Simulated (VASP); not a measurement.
C:

```xyz
4
Lattice="2.4610 0.0000 0.0000 -1.2305 2.1313 0.0000 0.0000 0.0000 6.9763" Properties=species:S:1:pos:R:3 pbc="T T T"
C     0.0000    0.0000    1.7441
C     0.0000    1.4209    1.7441
C     0.0000    0.0000    5.2322
C     1.2305    0.7104    5.2322
```

The cell was built by a generator and needn't be a form met in nature.

Base run:

| Item | Value |
| --- | --- |
| Program | VASP 6.6.1 |
| Functional | r2SCAN |
| Potentials or basis | VASP PAW PBE potentials, release 64 (C) |
| Cutoff | 520 eV |
| k mesh | 16 × 16 × 4 |
| Occupations | fermi-dirac, width 0.05 eV |
| Spin | no spin polarisation |

Its results: band gap on the k mesh 0.72 eV, direct; pressure -1.5 GPa.

Q: After a change of settings the same cell gave: band gap on the k mesh 0.67 eV, direct; pressure 0.1 GPa. Which change was it?
A. functional from r2SCAN to vdW-DF2
B. functional from r2SCAN to SCAN; dispersion from none to rVV10
C. functional from r2SCAN to PBEsol
D. functional from r2SCAN to optB88-vdW

A: C.

Caveats: the PAW data sets were made with another functional, which shifts forces and pressure a little; this functional lacks dispersion, which binds the layers, so the pressure and a relaxed spacing across them are unreliable (some runs).

Not every run made on this cell is shown here.
